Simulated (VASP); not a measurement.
A convergence study with VASP on LiF (rock salt): one setting is varied, all else stays as given below, so the limit is that of these other settings.

```xyz
2
Lattice="0.0000 2.0150 2.0150 2.0150 0.0000 2.0150 2.0150 2.0150 0.0000" Properties=species:S:1:pos:R:3 pbc="T T T"
Li     0.0000     0.0000     0.0000
F      2.0150     2.0150     2.0150
```

Method: PBE GGA, VASP's PBE PAW potentials (set 64) (plane waves; VASP 6.6.1). The tightest run used: 700 eV cut-off, 10×10×10 Γ-centred mesh, Gaussian smearing of 0.010 eV, potentials Li_sv F.

**Question.** The settings run are ENCUT = 300; ENCUT = 400; ENCUT = 500; ENCUT = 600; ENCUT = 700. From which on does the highest Γ mode stay within 5 cm⁻¹ of the tightest run?

**Answer.** From ENCUT = 500 on: it is off by 1.4 there and by no more than 5 in any finer run, while ENCUT = 400 is off by 48.1.
| setting | mean ε∞ | highest Γ mode (cm⁻¹) | plane waves | difference judged (cm⁻¹) |
|---|---|---|---|---|
| ENCUT = 300 | 1.98 | 203.5 | 204 | 92.7 |
| ENCUT = 400 | 2.04 | 344.3 | 307 | 48.1 |
| ENCUT = 500 | 2.06 | 294.8 | 431 | 1.4 |
| ENCUT = 600 | 2.06 | 294.9 | 568 | 1.3 |
| ENCUT = 700 | 2.06 | 296.2 | 701 | 0.0 |

Left out are rungs that failed or repeat a setting and relaxations that didn't move; long series are thinned to 24 rows.

The compound is LiF in the rock salt structure. The cell was not relaxed at this level.
